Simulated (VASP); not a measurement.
Take CoAl (CsCl type), from the solid elements, with no thermal terms, in VASP with PAW potentials, and its formation energy.

### Question
One run gives -0.567 eV/atom. Which level is it?
A) SCAN
B) r2SCAN
C) PBEsol

### Answer
B, r2SCAN.  The others give -0.679 (SCAN), -0.626 (PBEsol).

Only levels that ran to the end are used. Left out are those held back, those with too coarse a band path, GW runs whose mesh misses a band edge, hybrids' fits of cells that aren't cubic and levels without matching references; a question may draw on a part of the rest.
